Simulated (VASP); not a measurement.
The system is HPtBr3.

```
H Pt Br
1.0
     4.89857    0.00000    0.00000
     0.00000    4.89857    0.00000
     0.00000    0.00000    4.89857
H Pt Br
1 1 3
Cartesian
  0.0000 0.0000 0.0000
  2.4493 2.4493 2.4493
  0.0000 2.4493 2.4493
  2.4493 2.4493 0.0000
  2.4493 0.0000 2.4493
```

The cell was built by a generator and needn't be a form met in nature.

The cell isn't the ideal one: species swapped into the ZnNi3C type (Pm-3m, No. 221).

```yaml
Program: VASP 6.6.1
Task: relaxation of cell and atoms
Functional: PBE
Potentials_or_basis: VASP PAW PBE potentials, release 64 (H, Pt, Br)
Cutoff: 600 eV
k_mesh: 4 × 4 × 4
Occupations: gaussian, width 0.1 eV
Spin: no spin polarisation
```

At the start: pressure 8.3 GPa; volume 23.51 Å³/atom.

Problem. Where does the relaxation end?

Solution. Over 3 steps the energy falls by 73.0 meV/atom and the volume is 26.69 Å³/atom (+13.5 %); space group Pm-3m (No. 221, to 0.05 Å).

Step by step:
| step | energy change (eV) | largest force (eV/Å) | pressure (GPa) | volume (Å³) |
| --- | --- | --- | --- | --- |
| 1 | 0.0000 | 0.0000 | 8.30 | 117.55 |
| 2 | -0.3298 | 0.0000 | -1.82 | 139.52 |
| 3 | -0.3650 | 0.0000 | 0.05 | 133.46 |

Final structure:
```
CELL_PARAMETERS angstrom
5.11029 0.00000 0.00000
0.00000 5.11029 0.00000
0.00000 0.00000 5.11029
ATOMIC_POSITIONS crystal
H 0.00000 0.00000 0.00000
Pt 0.50000 0.50000 0.50000
Br 0.00000 0.50000 0.50000
Br 0.50000 0.50000 0.00000
Br 0.50000 0.00000 0.50000
```
